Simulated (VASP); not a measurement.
Input:

```
CELL_PARAMETERS angstrom
      1.82743    -3.16520     0.00000
      1.82743     3.16520     0.00000
      0.00000     0.00000     5.71025
ATOMIC_POSITIONS crystal
  Gd 0.33333 0.66667 0.25000
  Gd 0.66667 0.33333 0.75000
```

Calculation: PBE GGA, VASP's PBE PAW potentials (set 64) (plane waves; VASP). Numerical set-up: 520 eV cut-off, Gaussian smearing of 0.050 eV, potentials Gd_3.

The 4f electrons are frozen in the core of the lanthanide potential, so 4f levels, which can set the real gap, and their magnetism are missing.

Task: Give the energies of bands 7 to 12 at the high-symmetry points, in eV from the Fermi level.

Result: 
```tsv
band	Γ	M	K	A	L	H
7	-4.71	-1.73	-0.96	-3.16	-1.83	-0.56
8	-2.06	-1.42	-0.59	-3.16	-1.83	-0.56
9	1.53	-0.97	-0.59	0.95	0.00	-0.35
10	1.67	0.25	-0.30	0.95	0.00	-0.35
11	1.67	1.35	1.13	1.58	1.83	0.65
12	2.05	1.58	1.13	1.58	1.83	0.65
```

It has no gap at this level: it comes out as a metal or semimetal.

The compound is Gd in the hcp structure. It was relaxed first.
